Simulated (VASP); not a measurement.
# Be3Se2S (I4/mmm) in VASP: relaxation of cell and atoms with PBE

Aim: the relaxation of cell and atoms of Be3Se2S with PBE.

Program: VASP 6.6.1. These are calculated values, not measurements. Logs are shortened: lines on timing, memory, paths and dates and some standing lists are left out, and cuts for length are marked.

### Step 1. The structure

It takes space group I4/mmm (No. 139, tetragonal). The conventional cell has a = 5.778 Å, b = 5.778 Å, c = 6.376 Å, α = 90.00°, β = 90.00°, γ = 90.00°. Be (site symmetry 4mm) is surrounded by 1 S at 1.51 Å and 1 Be at 1.68 Å. Be (site symmetry 4/mmm) is surrounded by 2 Be at 1.68 Å. Se (site symmetry -4m2) is surrounded by 8 Be at 2.89 to 3.30 Å and 2 Se at 3.19 Å and 4 S at 3.30 Å. S (site symmetry 4/mmm) is surrounded by 2 Be at 1.51 Å.

The cell was built by a generator and needn't be a form met in nature.

### Step 2. Relaxation of cell and atoms, PBE

INCAR

```
  PREC = Normal
  ENCUT = 520
  EDIFF = 1E-4
  ISMEAR = 0
  SIGMA = 0.15
  LREAL = False
  LASPH = True
  NELM = 60
  ALGO = Fast
  ISIF = 3
  LWAVE = False
  LCHARG = False
  GGA = PE
  IBRION = 2
  NSW = 24
  EDIFFG = -0.08
```

KPOINTS

```
regular mesh
0
Gamma
  4 4 4
```

POSCAR

```
Be3Se2S
1.0
   -2.8887636700      2.8887636700      3.1879050200
    2.8887636700     -2.8887636700      3.1879050200
    2.8887636700      2.8887636700     -3.1879050200
Be Se S
3 2 1
Direct
    0.7362421800      0.7362421800      0.0000000000
    0.2637578200      0.2637578200      0.0000000000
    0.0000000000      0.0000000000      0.0000000000
    0.7500000000      0.2500000000      0.5000000000
    0.2500000000      0.7500000000      0.5000000000
    0.5000000000      0.5000000000      0.0000000000
```

Potentials or basis: VASP PAW PBE potentials, release 64 (Be, Se, S).

Started as:

```bash
> cat potpaw_PBE.64/Be/POTCAR potpaw_PBE.64/Se/POTCAR potpaw_PBE.64/S/POTCAR > POTCAR
> mpirun -np 1 vasp_std > vasp.out
```

OUTCAR:

```text
PREC = Normal
   ENCUT = 520
   EDIFF = 1E-4
   ISMEAR = 0
   LREAL = False
   LASPH = True
   NELM = 60
   ISIF = 3
   GGA = PE
   IBRION = 2
   NSW = 24
   EDIFFG = -0.08

 ion  position               nearest neighbor table
   1  0.736  0.736  0.000-   6 1.51   3 1.68
   2  0.264  0.264  0.000-   6 1.51   3 1.68
   3  0.000  0.000  0.000-   1 1.68   2 1.68
   4  0.750  0.250  0.500-
   5  0.250  0.750  0.500-
   6  0.500  0.500  0.000-   1 1.51   2 1.51

  LATTYP: Found a body centered tetragonal cell.
 ALAT       =     5.7775273400
 C/A-ratio  =     1.1035534174

  Lattice vectors:

 A1 = (  -2.8887636700,   2.8887636700,   3.1879050200)
 A2 = (   2.8887636700,  -2.8887636700,   3.1879050200)
 A3 = (   2.8887636700,   2.8887636700,  -3.1879050200)

Analysis of symmetry for initial positions (statically):
=====================================================================
 Subroutine PRICEL returns:
 Original cell was already a primitive cell.

 Routine SETGRP: Setting up the symmetry group for a
 body centered tetragonal supercell.

 Subroutine GETGRP returns: Found 16 space group operations
 (whereof 16 operations were pure point group operations)
 out of a pool of 16 trial point group operations.

The static configuration has the point symmetry D_4h.

Analysis of symmetry for dynamics (positions and initial velocities):
=====================================================================
 Subroutine PRICEL returns:
 Original cell was already a primitive cell.

 Routine SETGRP: Setting up the symmetry group for a
 body centered tetragonal supercell.

 Subroutine GETGRP returns: Found 16 space group operations
 (whereof 16 operations were pure point group operations)
 out of a pool of 16 trial point group operations.

The dynamic configuration has the point symmetry D_4h.

 Subroutine INISYM returns: Found 16 space group operations
 (whereof 16 operations are pure point group operations),
 and found     1 'primitive' translations

----------------------------------------------------------------------------------------

                                     Primitive cell

  volume of cell :     106.4117

  direct lattice vectors                    reciprocal lattice vectors
    -2.888763670  2.888763670  3.187905020     0.000000000  0.173084425  0.156842816
     2.888763670 -2.888763670  3.187905020     0.173084425  0.000000000  0.156842816
     2.888763670  2.888763670 -3.187905020     0.173084425  0.173084425  0.000000000

  length of vectors
     5.181954216  5.181954216  5.181954216     0.233576298  0.233576298  0.244778342

  position of ions in fractional coordinates (direct lattice)
     0.736242180  0.736242180  0.000000000
     0.263757820  0.263757820  0.000000000
     0.000000000  0.000000000  0.000000000
     0.750000000  0.250000000  0.500000000
     0.250000000  0.750000000  0.500000000
     0.500000000  0.500000000  0.000000000

  ion indices of the primitive-cell ions
   primitive index   ion index
                 1           1
                 2           2
                 3           3
                 4           4
                 5           5
                 6           6

----------------------------------------------------------------------------------------

 KPOINTS: regular mesh

Automatic generation of k-mesh.
 Grid dimensions read from file:
 generate k-points for:    4    4    4

 Generating k-lattice:

  Cartesian coordinates                     Fractional coordinates (reciprocal lattice)
     0.000000000  0.043271106  0.039210704     0.250000000  0.000000000  0.000000000
     0.043271106  0.000000000  0.039210704     0.000000000  0.250000000  0.000000000
     0.043271106  0.043271106  0.000000000     0.000000000  0.000000000  0.250000000

  Length of vectors
     0.058394075  0.058394075  0.061194585

  Shift w.r.t. Gamma in fractional coordinates (k-lattice)
     0.000000000  0.000000000  0.000000000

 Subroutine IBZKPT returns following result:
 ===========================================

 Found     13 irreducible k-points:

 Following reciprocal coordinates:
            Coordinates               Weight
  0.000000  0.000000  0.000000      1.000000
  0.250000  0.000000 -0.000000      8.000000
  0.500000  0.000000 -0.000000      4.000000
  0.250000  0.250000 -0.000000      8.000000
  0.500000  0.250000  0.000000     16.000000
 -0.250000  0.250000  0.000000      4.000000
  0.500000  0.500000 -0.000000      2.000000
  0.250000  0.250000  0.250000      2.000000
 -0.250000  0.250000  0.250000      4.000000
  0.500000  0.500000  0.250000      4.000000
 -0.250000  0.500000  0.250000      8.000000
 -0.250000 -0.250000  0.250000      2.000000
  0.500000  0.500000  0.500000      1.000000
   k-points           NKPTS =     13   k-points in BZ     NKDIM =     13   number of bands    NBANDS=     16
   number of dos      NEDOS =    301   number of ions     NIONS =      6
   total plane-waves  NPLWV =  27000
   dimension x,y,z NGX =    30 NGY =   30 NGZ =   30
   dimension x,y,z NGXF=    60 NGYF=   60 NGZF=   60
   ions per type =               3   2   1
   NGX,Y,Z   is equivalent  to a cutoff of   9.62,  9.62,  9.62 a.u.
   NGXF,Y,Z  is equivalent  to a cutoff of  19.25, 19.25, 19.25 a.u.
 SYSTEM =  unknown system
   PREC   = normal    normal or accurate (medium, high low for compatibility)
   ISTART =      0    job   : 0-new  1-cont  2-samecut
   ICHARG =      2    charge: 1-file 2-atom 10-const
   ISPIN  =      1    spin polarized calculation?
   LNONCOLLINEAR =      F non collinear calculations
   LSORBIT =      F    spin-orbit coupling
   LASPH  =      T    aspherical Exc in radial PAW
   ENCUT  =  520.0 eV  38.22 Ry    6.18 a.u.   9.64  9.64  9.64*2*pi/ulx,y,z
   NELM   =     60;   NELMIN=  2; NELMDL= -5     # of ELM steps
   EDIFF  = 0.1E-03   stopping-criterion for ELM
   LREAL  =      F    real-space projection
   EDIFFG = -.8E-01   stopping-criterion for IOM
   NSW    =     24    number of steps for IOM
   IBRION =      2    ionic relax: 0-MD 1-quasi-New 2-CG
   NFREE  =      1    steps in history (QN), initial steepest desc. (CG)
   ISIF   =      3    stress and relaxation
   ISYM   =      2    0-nonsym 1-usesym 2-fastsym
   POTIM  = 0.5000    time-step for ionic-motion
   TEBEG  =    0.0;   TEEND  =   0.0 temperature during run
   PSTRESS=    0.0 pullay stress
   NELECT =      24.0000    total number of electrons
   NUPDOWN=      -1.0000    fix difference up-down
   EMIN   =  10.00;   EMAX   =-10.00  energy-range for DOS
   EFERMI =   0.00;   METHOD = LEGACY
   ISMEAR =     0;   SIGMA  =   0.15  broadening in eV -4-tet -1-fermi 0-gaus
   EFERMI_NEDOS =   21; number of points for ismear=-14 and -15
   IALGO  =     68    algorithm
   IMIX   =      4    mixing-type and parameters
     AMIX     =   0.40;   BMIX     =  1.00
     AMIX_MAG =   1.60;   BMIX_MAG =  1.00
  volume/ion in A,a.u.               =      17.74       119.68
  Fermi-wavevector in a.u.,A,eV,Ry     =   0.996511  1.883133 13.511051  0.993034
  Thomas-Fermi vector in A             =   2.128604
   LORBIT       =      0    0 simple, 1 ext, 2 COOP (PROOUT), +10 PAW based schemes
   GGA     = PE    functional components
   LHFCALC =     F    Hartree Fock is set to
   AEXX    =    0.0000 exact exchange contribution
   IVDW    =     0    specifies the selected vdW correction
   LEPSILON=     F    determine dielectric tensor
   LRPA    =     F    only Hartree local field effects (RPA)
 conjugate gradient relaxation of ions
 non-spin polarized calculation
 RMM-DIIS sequential band-by-band and
 Gauss-broadening in eV      SIGMA  =   0.15
  energy-cutoff  :      520.00
  volume of cell :      106.41
 maximum number of plane-waves:      2884
   NGX = 19   NGY = 19   NGZ = 19

--------------------------------------- Ionic step        1  -------------------------------------------

 number of electron      23.9999995 magnetization

 Free energy of the ion-electron system (eV)
  ---------------------------------------------------
  ext. energy  EPLUGINS =         0.00000000
  ---------------------------------------------------
  free energy    TOTEN  =       -12.64975885 eV

  energy without entropy =      -12.60063415  energy(sigma->0) =      -12.62519650

------------------------ aborting loop because EDIFF is reached ----------------------------------------

  FORCE on cell =-STRESS in cart. coord.  units (eV):
  Direction    XX          YY          ZZ          XY          YZ          ZX
  --------------------------------------------------------------------------------------
  -------------------------------------------------------------------------------------
  Total       -4.3333494     -4.3333494     57.5141094      0.0000000     -0.0000000      0.0000000
  in kB      -65.2446491    -65.2446491    865.9555293      0.0000000     -0.0000000      0.0000000
  external PRESSURE =     245.1554104 kB  Pullay stress =       0.0000000 kB
[... 265 lines left out ...]
  energy  without entropy=      -19.5229643656  energy(sigma->0) =      -19.53853599

--------------------------------------- Ionic step        8  -------------------------------------------

 number of electron      23.9999997 magnetization

 E-fermi :   3.8272     XC(G=0):  -9.5094

 val. band max:        3.8197481532   @ k =   0.5000   0.5000   0.5000
 cond. band min:       3.9164388467   @ k =  -0.2500   0.2500   0.2500
 fundamental gap:      0.0966906935
 Fermi energy:         3.8272291271

 k-point     1 :       0.0000    0.0000    0.0000
  band No.  band energies     occupation
      1     -10.4856      2.00000
      2      -8.0316      2.00000
      3      -7.7025      2.00000
      4      -1.6705      2.00000
      5      -1.1332      2.00000
      6      -1.1332      2.00000
[... 8 lines left out ...]
     15       6.3321      0.00000
     16       7.8384      0.00000
[... 263 lines left out ...]
  energy  without entropy=      -20.3645829261  energy(sigma->0) =      -20.37646253

--------------------------------------- Ionic step        9  -------------------------------------------

 number of electron      24.0000000 magnetization

 Free energy of the ion-electron system (eV)
  ---------------------------------------------------
  ext. energy  EPLUGINS =         0.00000000
  ---------------------------------------------------
  free energy    TOTEN  =       -20.42579415 eV

  energy without entropy =      -20.40348475  energy(sigma->0) =      -20.41463945

 E-fermi :   4.2456     XC(G=0):  -9.6724

 val. band max:        4.1709754177   @ k =   0.2500   0.2500   0.2500
 cond. band min:       4.3117622047   @ k =   0.5000   0.5000   0.5000
 fundamental gap:      0.1407867870
 Fermi energy:         4.2455897110

 k-point     1 :       0.0000    0.0000    0.0000
  band No.  band energies     occupation
      1     -10.3692      2.00000
      2      -7.6782      2.00000
      3      -7.3891      2.00000
      4      -1.5244      2.00000
      5      -0.9797      2.00000
      6      -0.9797      2.00000
[... 8 lines left out ...]
     15       6.7881      0.00000
     16       8.3210      0.00000
[... 259 lines left out ...]
  FREE ENERGIE OF THE ION-ELECTRON SYSTEM (eV)
  ---------------------------------------------------
  free  energy   TOTEN  =       -20.4257941463 eV

  energy  without entropy=      -20.4034847523  energy(sigma->0) =      -20.41463945

 reached required accuracy - stopping structural energy minimisation
```

Wall time 58 s (1 thread of AMD EPYC 9R14 (Zen 4), shared host); peak memory 0.15 GiB.

What came out:

- Free energy: -20.4258 eV
- Relaxed volume: 16.51 Å³/atom
- Relaxed cell: a = 5.454 Å, b = 5.454 Å, c = 5.454 Å, α = 127.49°, β = 127.49°, γ = 77.45°
- Space group after relaxing (to 0.05 Å): I4/mmm (No. 139)
- Energy gained by relaxing: 1296.0 meV/atom
- Ionic steps: 9
- Pressure after relaxing: 0.0 GPa
- Largest force after relaxing: 0.022 eV/Å
- Band gap on the k mesh: none (metal or under the smearing width)

Forces in eV/Å, atoms in the order of the input:
```
Be   0.000  0.000  0.022
Be   0.000  0.000 -0.022
Be   0.000  0.000  0.000
Se   0.000  0.000  0.000
Se   0.000  0.000  0.000
S    0.000  0.000  0.000
```

The path:
```tsv
step	energy change (eV)	largest force (eV/Å)	pressure (GPa)	volume (Å³)
1	0.0000	8.6184	24.52	106.41
2	-3.0033	4.1326	-7.67	144.97
3	-3.1586	4.3359	-7.64	142.68
4	-3.3071	4.5475	-7.43	140.49
5	-4.0912	6.0223	-3.09	124.07
6	-6.6572	1.4549	-9.03	123.05
7	-6.9043	0.9098	-9.34	122.01
8	-7.7386	0.2377	-2.70	103.22
9	-7.7760	0.0223	0.03	99.05
```

Final structure:
```
CELL_PARAMETERS angstrom
-2.41244 2.41244 4.25467
2.41244 -2.41244 4.25467
2.41244 2.41244 -4.25467
ATOMIC_POSITIONS crystal
Be 0.73313 0.73313 0.00000
Be 0.26687 0.26687 0.00000
Be 0.00000 0.00000 0.00000
Se 0.75000 0.25000 0.50000
Se 0.25000 0.75000 0.50000
S 0.50000 0.50000 0.00000
```

Caveat: the k mesh is coarse (spacing up to 0.38 Å⁻¹), so the values aren't converged; the relaxation stopped at a loose force limit of 0.08 eV/Å, so its end isn't a converged minimum.
